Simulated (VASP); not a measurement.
Data:

```
Cu2SnZnS4
1.0
   -2.70514     2.70514     5.41121
    2.70514    -2.70514     5.41121
    2.70514     2.70514    -5.41121
Zn Cu Sn S
1 2 1 4
Direct
  0.75000   0.25000   0.50000
  0.00000   0.00000   0.00000
  0.25000   0.75000   0.50000
  0.50000   0.50000   0.00000
  0.36432   0.37124   0.47758
  0.62876   0.10634   0.99308
  0.89366   0.88674   0.52242
  0.11326   0.63568   0.00692
```

Level of theory: PBE GGA, VASP's PBE PAW potentials (set 64) (plane waves; VASP 6.6.1). Settings: 300 eV cut-off, 5×5×5 Γ-centred mesh, Fermi-Dirac smearing of 0.050 eV, potentials Zn Cu Sn_d S.

At this cut-off the stress carries a Pulay error, which pulls relaxed volumes low.

Task: Which forces act on the atoms, in eV/Å?

Result: 
```json
[
 {"atom": "Zn1", "Fx": "0.000", "Fy": "0.000", "Fz": "0.000"},
 {"atom": "Cu2", "Fx": "0.000", "Fy": "0.000", "Fz": "0.000"},
 {"atom": "Cu3", "Fx": "0.000", "Fy": "0.000", "Fz": "0.000"},
 {"atom": "Sn4", "Fx": "0.000", "Fy": "0.000", "Fz": "0.000"},
 {"atom": "S5", "Fx": "-0.058", "Fy": "-0.094", "Fz": "0.071"},
 {"atom": "S6", "Fx": "-0.094", "Fy": "0.058", "Fz": "-0.071"},
 {"atom": "S7", "Fx": "0.058", "Fy": "0.094", "Fz": "0.071"},
 {"atom": "S8", "Fx": "0.094", "Fy": "-0.058", "Fz": "-0.071"}
]
```

Task: Give the stress tensor in GPa (positive for a compressed cell).

Result: 
```
1.88  0.00  0.00
0.00  1.88  0.00
0.00  0.00  1.85
```
The pressure is its mean diagonal, 1.87 GPa.

The structure comes from a computed database's ZnCu2SnS4 entry, a phase known from measurement. The cell was not relaxed at this level.
